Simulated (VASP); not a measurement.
Set up this calculation in VASP 6.6.1, as the native input.

* Task: relaxation of cell and atoms
* Functional: PBEsol
* Potentials or basis: VASP PAW PBE potentials, release 64 (Ga_d, Sb, As)
* Cutoff: 600 eV
* k mesh: 6 × 6 × 6
* Occupations: gaussian, width 0.03 eV
* Spin: no spin polarisation
* Further INCAR settings: ALGO = Normal; EDIFF = 1e-07; IBRION = 2; EDIFFG = -0.005; NSW = 90; ISIF = 3

The structure of Ga4SbAs3 lies in POSCAR:

```
Ga4SbAs3                                
1.0
    5.7801437989     -0.0000000000      0.0000000000
   -0.0000000000     -5.7801437989      0.0000000000
    0.0000000000      0.0000000000     -5.7801437989
  Ga              Sb              As            
     4     1     3
Direct
     0.9916315025977028    0.5083684974022972    0.5083684974022972
     0.5083684974022972    0.9916315025977028    0.5083684974022972
     0.5083684974022972    0.5083684974022972    0.9916315025977028
     0.9916315025977028    0.9916315025977028    0.9916315025977028
     0.2500000000000000    0.2500000000000000    0.2500000000000000
     0.7500000000000000    0.7500000000000000    0.2500000000000000
     0.7500000000000000    0.2500000000000000    0.7500000000000000
     0.2500000000000000    0.7500000000000000    0.7500000000000000
```

The cell was built by a generator and needn't be a form met in nature.

One way to write it, as run:

INCAR

```
SYSTEM = Ga4SbAs3
PREC = Accurate
ENCUT = 600
EDIFF = 1E-7
ISMEAR = 0
SIGMA = 0.03
LREAL = .False.
LASPH = .True.
NELM = 80
ALGO = Normal
ISIF = 3
LWAVE = .False.
LCHARG = .False.
GGA = PS
IBRION = 2
NSW = 90
EDIFFG = -0.005
KPAR = 2
```

KPOINTS

```
Automatic mesh
0
Gamma
  6 6 6
  0 0 0
```

Potentials or basis: VASP PAW PBE potentials, release 64 (Ga_d, Sb, As).

Command:

```sh
$ cat potpaw_PBE.64/Ga_d/POTCAR potpaw_PBE.64/Sb/POTCAR potpaw_PBE.64/As/POTCAR > POTCAR
$ mpirun -np 2 vasp_std > vasp.out
```

It gave:

```json
{
  "Energy gained by relaxing": "0.0 meV/atom",
  "Ionic steps": "2",
  "Pressure after relaxing": "0.0 GPa",
  "Band gap on the k mesh": "none (metal or under the smearing width)"
}
```

Caveat: the PAW data sets were made with another functional, which shifts forces and pressure a little.

Wall time 100 s on 2 MPI ranks on AMD EPYC 9R14 (Zen 4), on a shared host, peak memory 0.43 GiB a rank.
